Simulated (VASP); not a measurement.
Output of a VASP run:

OUTCAR:
```
 ion  position               nearest neighbor table
   1  0.000  0.000  0.000-
  LATTYP: Found a face centered cubic cell.
 ALAT       =     5.5237694120
 Subroutine PRICEL returns:
 Original cell was already a primitive cell.
 Subroutine GETGRP returns: Found 48 space group operations
The static configuration has the point symmetry O_h .
The dynamic configuration has the point symmetry O_h .
 Subroutine INISYM returns: Found 48 space group operations
 Subroutine IBZKPT returns following result:
 Found     56 irreducible k-points:

 Following reciprocal coordinates:
            Coordinates               Weight
  0.000000  0.000000  0.000000      1.000000
  0.090909  0.000000  0.000000      8.000000
  0.181818  0.000000  0.000000      8.000000
  0.272727  0.000000  0.000000      8.000000
  0.363636  0.000000  0.000000      8.000000
  0.454545  0.000000  0.000000      8.000000
  0.090909  0.090909  0.000000      6.000000
  0.181818  0.090909  0.000000     24.000000
  0.272727  0.090909  0.000000     24.000000
  0.363636  0.090909  0.000000     24.000000
  0.454545  0.090909  0.000000     24.000000
 -0.454545  0.090909  0.000000     24.000000
 -0.363636  0.090909  0.000000     24.000000
 -0.272727  0.090909  0.000000     24.000000
 -0.181818  0.090909  0.000000     24.000000
 -0.090909  0.090909  0.000000     12.000000
  0.181818  0.181818  0.000000      6.000000
  0.272727  0.181818  0.000000     24.000000
  0.363636  0.181818  0.000000     24.000000
  0.454545  0.181818  0.000000     24.000000
 -0.454545  0.181818  0.000000     24.000000
 -0.363636  0.181818  0.000000     24.000000
 -0.272727  0.181818  0.000000     24.000000
 -0.181818  0.181818  0.000000     12.000000
  0.272727  0.272727  0.000000      6.000000
  0.363636  0.272727  0.000000     24.000000
  0.454545  0.272727  0.000000     24.000000
 -0.454545  0.272727  0.000000     24.000000
 -0.363636  0.272727  0.000000     24.000000
 -0.272727  0.272727  0.000000     12.000000
  0.363636  0.363636  0.000000      6.000000
  0.454545  0.363636  0.000000     24.000000
 -0.454545  0.363636  0.000000     24.000000
 -0.363636  0.363636  0.000000     12.000000
  0.454545  0.454545  0.000000      6.000000
 -0.454545  0.454545  0.000000     12.000000
  0.272727  0.181818  0.090909     24.000000
  0.363636  0.181818  0.090909     48.000000
  0.454545  0.181818  0.090909     48.000000
 -0.454545  0.181818  0.090909     48.000000
   k-points           NKPTS =     56   k-points in BZ     NKDIM =     56   number of bands    NBANDS=      8
   number of dos      NEDOS =    301   number of ions     NIONS =      1
   total plane-waves  NPLWV =  27000
   dimension x,y,z NGX =    30 NGY =   30 NGZ =   30
   dimension x,y,z NGXF=    60 NGYF=   60 NGZF=   60
   ions per type =               1
   PREC   = accura    normal or accurate (medium, high low for compatibility)
   ISTART =      0    job   : 0-new  1-cont  2-samecut
   ICHARG =      2    charge: 1-file 2-atom 10-const
   ISPIN  =      1    spin polarized calculation?
   LNONCOLLINEAR =      F non collinear calculations
   LSORBIT =      F    spin-orbit coupling
   INIWAV =      1    electr: 0-lowe 1-rand  2-diag
   ENCUT  =  520.0 eV  38.22 Ry    6.18 a.u.   7.26  7.26  7.26*2*pi/ulx,y,z
   NELM   =    100;   NELMIN=  2; NELMDL= -5     # of ELM steps
   EDIFF  = 0.1E-06   stopping-criterion for ELM
   LREAL  =      F    real-space projection
   NLSPLINE    = F    spline interpolate recip. space projectors
   LMAXMIX     =    6 max onsite mixed and CHGCAR
   VOSKOWN=      0    Vosko Wilk Nusair interpolation
   EDIFFG = 0.1E-05   stopping-criterion for IOM
   NSW    =      0    number of steps for IOM
   NBLOCK =      1;   KBLOCK =      1    inner block; outer block
   IBRION =     -1    ionic relax: 0-MD 1-quasi-New 2-CG
   NFREE  =      0    steps in history (QN), initial steepest desc. (CG)
...
```

File OSZICAR:
```
       N       E                     dE             d eps       ncg     rms          rms(c)
DAV:   1     0.283890990511E+01    0.28389E+01   -0.42971E+03   912   0.851E+02
DAV:   2    -0.118006752972E+01   -0.40190E+01   -0.40069E+01  1112   0.483E+01
DAV:   3    -0.120738624743E+01   -0.27319E-01   -0.27282E-01  1328   0.469E+00
DAV:   4    -0.120747930236E+01   -0.93055E-04   -0.93051E-04  1232   0.211E-01
DAV:   5    -0.120747956048E+01   -0.25812E-06   -0.25808E-06  1256   0.697E-03    0.755E+00
DAV:   6    -0.121865720841E+01   -0.11178E-01   -0.21696E-03  1000   0.430E-01    0.453E+00
DAV:   7    -0.122551689199E+01   -0.68597E-02   -0.46635E-03  1040   0.691E-01    0.650E-02
DAV:   8    -0.122559675166E+01   -0.79860E-04   -0.99220E-05  1032   0.108E-01    0.176E-02
DAV:   9    -0.122560443067E+01   -0.76790E-05   -0.95534E-06  1192   0.347E-02    0.343E-03
DAV:  10    -0.122560339952E+01    0.10312E-05   -0.21980E-06  1016   0.120E-02    0.258E-03
DAV:  11    -0.122560347586E+01   -0.76347E-07   -0.42137E-08   864   0.206E-03
   1 F= -.12256035E+01 E0= -.12254425E+01  d E =-.482890E-03
```

File OUTCAR:
```
------------------------ aborting loop because EDIFF is reached ----------------------------------------
  FORCE on cell =-STRESS in cart. coord.  units (eV):
  Direction    XX          YY          ZZ          XY          YZ          ZX
  --------------------------------------------------------------------------------------
  Total        0.0947376      0.0947376      0.0947376      0.0000000      0.0000000     -0.0000000
  in kB        3.6023525      3.6023525      3.6023525      0.0000000      0.0000000     -0.0000000
  external PRESSURE =       3.6023525 kB  Pullay stress =       0.0000000 kB
  volume of cell :       42.14
      direct lattice vectors                 reciprocal lattice vectors
     0.000000000  2.761884706  2.761884706    -0.181035797  0.181035797  0.181035797
     2.761884706  0.000000000  2.761884706     0.181035797 -0.181035797  0.181035797
     2.761884706  2.761884706  0.000000000     0.181035797  0.181035797 -0.181035797
 POSITION                                       TOTAL-FORCE (eV/Angst)
 -----------------------------------------------------------------------------------
      0.00000      0.00000      0.00000        -0.000000     -0.000000      0.000000
 -----------------------------------------------------------------------------------
    total drift:                               -0.000000     -0.000000     -0.000000
  FREE ENERGIE OF THE ION-ELECTRON SYSTEM (eV)
  ---------------------------------------------------
  free  energy   TOTEN  =        -1.2256034759 eV

  energy  without entropy=       -1.2251205858  energy(sigma->0) =       -1.22544251
```
(Selected blocks of OUTCAR.)

POSCAR:
```
Yb
1
    0.0000000000     2.7618847060     2.7618847060
    2.7618847060     0.0000000000     2.7618847060
    2.7618847060     2.7618847060     0.0000000000
Yb
1
Direct
  0.0000000000   0.0000000000   0.0000000000
```

Question: Reconstruct the remaining input files.

Answer: One answer among several that fit: the input of the run itself, RPBE GGA, plane waves, VASP's PBE PAW potentials (set 64).

### KPOINTS
```
Automatic mesh
0
Gamma
11 11 11
0 0 0
```

INCAR:
```
NELM=100   # most electronic steps
LWAVE=.False.
ENCUT=520
SYSTEM=Yb
LCHARG=.False.
PREC=Accurate
EDIFF=1E-7   # SCF stop (eV)
ISIF=2   # forces and stress, cell fixed
LREAL=.False.
LASPH=.True.
LMAXMIX=6   # l cut-off of mixed one-centre charges
ALGO=Normal   # blocked Davidson
GGA=RP
ISMEAR=1
SIGMA=0.1   # width (eV)
```

POTCAR, in this order: Yb_2 (PBE.64 set). Program: vasp_std.

The 4f electrons are frozen in the core of the lanthanide potential, so 4f levels, which can set the real gap, and their magnetism are missing.

The compound is Yb in the fcc structure. This cell is one point of a volume scan, at 0.97 of the reference volume.
